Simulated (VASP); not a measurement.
Method: PBE GGA, VASP's PBE PAW potentials (set 64) (plane waves; VASP).

The input files of a VASP run:

**INCAR**
```
LREAL = .FALSE.   ! projection in real space or not
SIGMA = 0.02
LCHARG = .FALSE.
ISIF = 2   ! forces and stress, cell fixed
LMAXMIX = 4
PREC = Accurate
LWAVE = .FALSE.
LASPH = .TRUE.
SYSTEM = NaI
EDIFF = 1E-6
ENCUT = 300
NELM = 100
ALGO = Normal   ! blocked Davidson
ISMEAR = -1
GGA = PE
```

**KPOINTS**
```
Automatic mesh
0
Gamma
5 5 5
0 0 0
```

File POSCAR:
```
NaI
1.0
  0.0000000000   3.1542820000   3.1542820000
  3.1542820000   0.0000000000   3.1542820000
  3.1542820000   3.1542820000   0.0000000000
Na I
1 1
Cartesian
 -0.0188436807  -0.0030470364   0.0081632818
  3.1731256807   3.1573290364   3.1461187182
```

POTCAR, in this order: Na_pv I (PBE.64 set). Program: vasp_std.

At this cut-off the stress carries a Pulay error, which pulls relaxed volumes low. Unless said otherwise, spin-orbit coupling is left out, though it shifts the bands of the heavy elements here.

**Question.** Predict the energy per atom (σ→0), pressure, band gap (on the k-mesh).

**Answer.** 
```
Property                          Result
------------------------  --------------
energy per atom (σ→0)     -2.673 eV/atom
band gap (on the k-mesh)         3.86 eV
pressure                        2.02 GPa
```

**OSZICAR**
```
...
DAV:   5    -0.540586779093E+01   -0.25188E-02   -0.25188E-02  1668   0.136E+00    0.171E+00
DAV:   6    -0.535264699201E+01    0.53221E-01   -0.72936E-02  1575   0.180E+00    0.119E+00
DAV:   7    -0.534506774895E+01    0.75792E-02   -0.65507E-02  1615   0.161E+00    0.595E-01
DAV:   8    -0.534677092059E+01   -0.17032E-02   -0.42210E-03  1455   0.631E-01    0.145E-01
DAV:   9    -0.534674293842E+01    0.27982E-04   -0.12869E-04  1533   0.125E-01    0.325E-02
DAV:  10    -0.534675624239E+01   -0.13304E-04   -0.31720E-05  1560   0.706E-02    0.682E-03
DAV:  11    -0.534675638114E+01   -0.13875E-06   -0.36869E-06  1482   0.234E-02
   1 F= -.53467564E+01 E0= -.53467564E+01  d E =-.335257E-11
```

The structure comes from a computed database's NaI entry; how it stands against other phases isn't given here. The cell was not relaxed at this level, atoms are displaced from their ideal sites.
